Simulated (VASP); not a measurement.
Output of a VASP run:

OUTCAR:
```
 ion  position               nearest neighbor table
   1  0.000  0.000  0.000-
   2  0.500  0.500  0.500-
  LATTYP: Found a face centered cubic cell.
 ALAT       =     4.7226000000
 Subroutine PRICEL returns:
 Original cell was already a primitive cell.
 Subroutine GETGRP returns: Found 48 space group operations
The static configuration has the point symmetry O_h .
The dynamic configuration has the point symmetry O_h .
 Subroutine INISYM returns: Found 48 space group operations
 Subroutine IBZKPT returns following result:
 Found     28 irreducible k-points:

 Following reciprocal coordinates:
            Coordinates               Weight
  0.083333  0.083333  0.083333      8.000000
  0.250000  0.083333  0.083333     24.000000
  0.416667  0.083333  0.083333     24.000000
 -0.416667  0.083333  0.083333     24.000000
 -0.250000  0.083333  0.083333     24.000000
 -0.083333  0.083333  0.083333     24.000000
  0.250000  0.250000  0.083333     24.000000
  0.416667  0.250000  0.083333     48.000000
 -0.416667  0.250000  0.083333     48.000000
 -0.250000  0.250000  0.083333     48.000000
 -0.083333  0.250000  0.083333     48.000000
  0.416667  0.416667  0.083333     24.000000
 -0.416667  0.416667  0.083333     48.000000
 -0.250000  0.416667  0.083333     48.000000
 -0.083333  0.416667  0.083333     48.000000
 -0.416667 -0.416667  0.083333     24.000000
 -0.250000 -0.416667  0.083333     48.000000
 -0.250000 -0.250000  0.083333     24.000000
  0.250000  0.250000  0.250000      8.000000
  0.416667  0.250000  0.250000     24.000000
 -0.416667  0.250000  0.250000     24.000000
 -0.250000  0.250000  0.250000     24.000000
  0.416667  0.416667  0.250000     24.000000
 -0.416667  0.416667  0.250000     48.000000
 -0.250000  0.416667  0.250000     48.000000
 -0.416667 -0.416667  0.250000     24.000000
  0.416667  0.416667  0.416667      8.000000
 -0.416667  0.416667  0.416667     24.000000
   k-points           NKPTS =     28   k-points in BZ     NKDIM =     28   number of bands    NBANDS=     11
   number of dos      NEDOS =    301   number of ions     NIONS =      2
   total plane-waves  NPLWV =  21952
   dimension x,y,z NGX =    28 NGY =   28 NGZ =   28
   dimension x,y,z NGXF=    56 NGYF=   56 NGZF=   56
   ions per type =               1   1
   PREC   = accura    normal or accurate (medium, high low for compatibility)
   ISTART =      0    job   : 0-new  1-cont  2-samecut
   ICHARG =      2    charge: 1-file 2-atom 10-const
   ISPIN  =      1    spin polarized calculation?
   LNONCOLLINEAR =      F non collinear calculations
   LSORBIT =      F    spin-orbit coupling
   INIWAV =      1    electr: 0-lowe 1-rand  2-diag
   ENCUT  =  520.0 eV  38.22 Ry    6.18 a.u.   6.21  6.21  6.21*2*pi/ulx,y,z
   NELM   =    100;   NELMIN=  2; NELMDL= -5     # of ELM steps
   EDIFF  = 0.1E-05   stopping-criterion for ELM
   LREAL  =      F    real-space projection
   NLSPLINE    = F    spline interpolate recip. space projectors
   LMAXMIX     =    2 max onsite mixed and CHGCAR
   VOSKOWN=      0    Vosko Wilk Nusair interpolation
   EDIFFG = 0.1E-04   stopping-criterion for IOM
   NSW    =      0    number of steps for IOM
   NBLOCK =      1;   KBLOCK =      1    inner block; outer block
   IBRION =     -1    ionic relax: 0-MD 1-quasi-New 2-CG
   NFREE  =      0    steps in history (QN), initial steepest desc. (CG)
   ISIF   =      2    stress and relaxation
   ISYM   =      2    0-nonsym 1-usesym 2-fastsym
   TEIN   =    0.0    initial temperature
   TEBEG  =    0.0;   TEEND  =   0.0 temperature during run
   SMASS  =  -3.00    Nose mass-parameter (am)
   PSTRESS=    0.0 pullay stress
   NELECT =      14.0000    total number of electrons
   EFERMI =   0.00;   METHOD = LEGACY
   ISMEAR =     0;   SIGMA  =   0.05  broadening in eV -4-tet -1-fermi 0-gaus
   IALGO  =     38    algorithm
   LDIAG  =      T    sub-space diagonalisation (order eigenvalues)
...
```

**OSZICAR**
```
       N       E                     dE             d eps       ncg     rms          rms(c)
DAV:   1     0.109152899958E+03    0.10915E+03   -0.83714E+03   641   0.154E+03
DAV:   2    -0.307295060182E+01   -0.11223E+03   -0.10441E+03   667   0.360E+02
DAV:   3    -0.940586420712E+01   -0.63329E+01   -0.63096E+01   685   0.880E+01
DAV:   4    -0.947569301865E+01   -0.69829E-01   -0.69819E-01   688   0.974E+00
DAV:   5    -0.947646962252E+01   -0.77660E-03   -0.77659E-03   706   0.106E+00    0.543E+00
DAV:   6    -0.857864621054E+01    0.89782E+00   -0.39749E+00   715   0.184E+01    0.189E+00
DAV:   7    -0.856689707082E+01    0.11749E-01   -0.31628E-02   622   0.261E+00    0.105E+00
DAV:   8    -0.856820215290E+01   -0.13051E-02   -0.30679E-02   625   0.464E+00    0.126E-01
DAV:   9    -0.856914683843E+01   -0.94469E-03   -0.43789E-03   688   0.697E-01    0.984E-02
DAV:  10    -0.856903985655E+01    0.10698E-03   -0.63213E-04   679   0.324E-01    0.857E-03
DAV:  11    -0.856904113040E+01   -0.12738E-05   -0.17521E-05   709   0.103E-01    0.352E-03
DAV:  12    -0.856904129904E+01   -0.16865E-06   -0.15580E-06   646   0.287E-02
   1 F= -.85690413E+01 E0= -.85690413E+01  d E =-.342271E-13
```

OUTCAR:
```
------------------------ aborting loop because EDIFF is reached ----------------------------------------
  FORCE on cell =-STRESS in cart. coord.  units (eV):
  Direction    XX          YY          ZZ          XY          YZ          ZX
  --------------------------------------------------------------------------------------
  Total       -0.1233965     -0.1233965     -0.1233965      0.0000000      0.0000000     -0.0000000
  in kB       -7.5080993     -7.5080993     -7.5080993      0.0000000      0.0000000     -0.0000000
  external PRESSURE =      -7.5080993 kB  Pullay stress =       0.0000000 kB
  volume of cell :       26.33
      direct lattice vectors                 reciprocal lattice vectors
     0.000000000  2.361300000  2.361300000    -0.211747766  0.211747766  0.211747766
     2.361300000  0.000000000  2.361300000     0.211747766 -0.211747766  0.211747766
     2.361300000  2.361300000  0.000000000     0.211747766  0.211747766 -0.211747766
  FREE ENERGIE OF THE ION-ELECTRON SYSTEM (eV)
  ---------------------------------------------------
  free  energy   TOTEN  =        -8.5690412990 eV

  energy  without entropy=       -8.5690412990  energy(sigma->0) =       -8.56904130
```
(Selected blocks of OUTCAR.)

POSCAR:
```
NaF
1
    0.0000000000     2.3613000000     2.3613000000
    2.3613000000     0.0000000000     2.3613000000
    2.3613000000     2.3613000000     0.0000000000
Na F
1 1
Direct
  0.0000000000   0.0000000000   0.0000000000
  0.5000000000   0.5000000000   0.5000000000
```

Task: Write an INCAR and KPOINTS that could have produced this output.

Result: Several could match; the one computed here: the input of the run itself, PBE GGA, plane waves, VASP's PBE PAW potentials (set 64).

INCAR:
```
! general
SYSTEM  =  NaF
PREC    =  Accurate
ENCUT   =  520   ! plane-wave cut-off (eV)
LREAL   =  F
LASPH   =  T   ! aspherical one-centre terms

! electronic loop
EDIFF   =  1E-6
NELM    =  100   ! most electronic steps
ALGO    =  Normal   ! blocked Davidson

! smearing
ISMEAR  =  0   ! Gaussian
SIGMA   =  0.05   ! width (eV)

! functional
GGA     =  PE   ! PBE

! ions
ISIF    =  2   ! forces and stress, cell fixed

! output
LWAVE   =  F
LCHARG  =  F
```

**KPOINTS**
```
Automatic mesh
0
Monkhorst-Pack
6 6 6
0 0 0
```

POTCAR, in this order: Na_pv F (PBE.64 set). Program: vasp_std.

The compound is NaF in the rock salt structure. The cell was not relaxed at this level. The run is one of a series of settings (KPOINTS 6×6×6 Monkhorst-Pack mesh against the base run), some of them coarse on purpose.
